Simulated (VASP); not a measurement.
All values below come from LDA (Ceperley-Alder, Perdew-Zunger), VASP's LDA PAW potentials (set 64) (plane waves; VASP).

VASP ran on this input.

File POSCAR:
```
MgB2
1.0
  1.4587833771  -2.5266861528   0.0000000000
  1.4587833771   2.5266861528   0.0000000000
  0.0000000000   0.0000000000   3.2208535460
Mg B
1 2
Cart
  1.4587833771   2.5266861528   0.0000000000
  1.4587833771   0.8422304021   1.6104267730
  1.4587833771  -0.8422304021   1.6104267730
```

File KPOINTS:
```
kpoints
0
gamma
  12 12 10
0 0 0
```

INCAR:
```
! general
SYSTEM   =  MgB2
PREC     =  Accurate
ENCUT    =  620   ! plane-wave cut-off (eV)
LREAL    =  .FALSE.   ! projection in real space or not
LASPH    =  .TRUE.   ! aspherical one-centre terms

! electronic loop
EDIFF    =  1E-6   ! SCF stop (eV)
NELM     =  100
ALGO     =  Normal

! smearing
ISMEAR   =  1   ! Methfessel-Paxton
SIGMA    =  0.1   ! width (eV)

! ions
IBRION   =  2   ! conjugate gradients
NSW      =  40
ISIF     =  3   ! ions, shape and volume
EDIFFG   =  -0.02
PSTRESS  =  450   ! kbar

! output
LWAVE    =  .FALSE.
LCHARG   =  .FALSE.
```

POTCAR, in this order: Mg B (LDA.64 set). Program: vasp_std.

Energy and stress use the plane-wave basis of the starting cell.

**Question.** Estimate the energy per atom (σ→0), volume per atom, band gap (on the k-mesh).

**Answer.** 
```yaml
energy per atom (σ→0): -5.565 eV/atom
band gap (on the k-mesh): none (metal, semimetal or under 0.01 eV)
volume_per_atom: 7.51 Å³/atom
```

OSZICAR:
```
...
   4 F= -.10367186E+02 E0= -.10367487E+02  d E =-.573282E-01
       N       E                     dE             d eps       ncg     rms          rms(c)
DAV:   1    -0.166950165799E+02    0.75650E-02   -0.57790E-02  2408   0.192E+00    0.141E-01
DAV:   2    -0.166938770044E+02    0.11396E-02   -0.22901E-03  2320   0.339E-01    0.622E-02
DAV:   3    -0.166936293285E+02    0.24768E-03   -0.10353E-03  2080   0.194E-01    0.103E-02
DAV:   4    -0.166936260846E+02    0.32440E-05   -0.24761E-05  2160   0.433E-02    0.275E-03
DAV:   5    -0.166936256322E+02    0.45236E-06   -0.17217E-06  1936   0.828E-03
   5 F= -.10369204E+02 E0= -.10369525E+02  d E =-.201834E-02
```

The compound is MgB2 in the AlB2 type structure. This run relaxes it under an external pressure of 45 GPa. Symmetry was kept, so distortions that lower it aren't found.
